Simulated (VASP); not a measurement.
Mo:

```
CELL_PARAMETERS angstrom
-1.57342 1.57342 1.57342
1.57342 -1.57342 1.57342
1.57342 1.57342 -1.57342
ATOMIC_POSITIONS crystal
Mo 0.00000 0.00000 0.00000
```

```yaml
Program: VASP 6.6.1
Task: relaxation of cell and atoms
Functional: PBEsol
Potentials_or_basis: VASP PAW PBE potentials, release 64 (Mo_sv)
Cutoff: 600 eV
k_mesh: 16 × 16 × 16
Occupations: methfessel-paxton, width 0.1 eV
Spin: no spin polarisation
```

At the start: pressure -4.2 GPa; volume 15.58 Å³/atom.

Where does the relaxation end?

Over 3 steps the energy falls by 3.2 meV/atom and the volume is 15.35 Å³/atom (-1.5 %); space group Im-3m (No. 229, to 0.05 Å).

The path:
```csv
step,energy change (eV),largest force (eV/Å),pressure (GPa),volume (Å³)
1,0.0000,0.0000,-4.22,15.58
2,0.0245,0.0000,13.81,14.67
3,-0.0032,0.0000,-0.06,15.35
```

Final structure:
```yaml
crystal:
  lattice:
    - [-1.56547, 1.56547, 1.56547]
    - [1.56547, -1.56547, 1.56547]
    - [1.56547, 1.56547, -1.56547]
  atoms:
    - { symbol: Mo, position: [0.00000, 0.00000, 0.00000] }
```

Caveat: the PAW data sets were made with another functional, which shifts forces and pressure a little.
